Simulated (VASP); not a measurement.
Given:

```
CELL_PARAMETERS angstrom
      3.04980     0.00000     0.00000
      0.00000     3.04980     0.00000
      0.00000     0.00000     3.04980
ATOMIC_POSITIONS crystal
  Al 0.53935 0.51639 0.50000
  Ru 0.00000 0.00000 0.00000
```

The numbers are results of PBE GGA, VASP's PBE PAW potentials (set 64) (plane waves; VASP), not measurements. Run with 400 eV cut-off, 9×9×9 Γ-centred mesh, first-order Methfessel-Paxton smearing of 0.10 eV, potentials Al Ru_pv.

Energy and stress use the plane-wave basis of the starting cell.

Task: The ions, cell shape and volume are relaxed. What does this cell relax into?

Result: 
```
CELL_PARAMETERS angstrom
      3.00157    -0.00013     0.00000
     -0.00014     3.00157     0.00000
      0.00000     0.00000     3.00163
ATOMIC_POSITIONS crystal
  Al 0.51968 0.50820 0.50000
  Ru 0.01966 0.00820 0.00000
```
Space group Pm-3m (221), at a tolerance of 0.03 Å.

Task: How do energy and volume change from the first to the last step?

Result: The energy (σ→0) changes by -45.5 meV/atom and the volume by -4.7 %, in 15 ionic steps.

The compound is RuAl in the CsCl type structure. In the starting cell atoms are displaced from their ideal sites. This run relaxes it. Symmetry was kept, so distortions that lower it aren't found. The electron count is odd and the run is not spin-polarised, which forces a metal.
